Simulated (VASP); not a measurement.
Consider the following.

```xyz
2
Lattice="1.4449 -2.5026 0.0000 1.4449 2.5026 0.0000 0.0000 0.0000 4.5850" Properties=species:S:1:pos:R:3 pbc="T T T"
Ti     1.4449     0.8342     1.0463
Ti     1.4449    -0.8342     3.4388
```

Calculation: PBEsol GGA, VASP's PBE PAW potentials (set 64) (plane waves; VASP). Run with 480 eV cut-off, 14×14×8 Γ-centred mesh, first-order Methfessel-Paxton smearing of 0.10 eV, potentials Ti_sv.

Problem. Give the force on each atom (eV/Å).

Solution. 
```tsv
atom	Fx	Fy	Fz
Ti1	0.000	0.000	0.422
Ti2	0.000	0.000	-0.422
```

Problem. Give the stress tensor in GPa (positive for a compressed cell).

Solution. 
```
1.05  0.00  0.00
0.00  1.05  0.00
0.00  0.00  1.16
```
The pressure is its mean diagonal, 1.09 GPa.

The compound is Ti in the hcp structure. This cell was strained or had an atom moved on purpose.
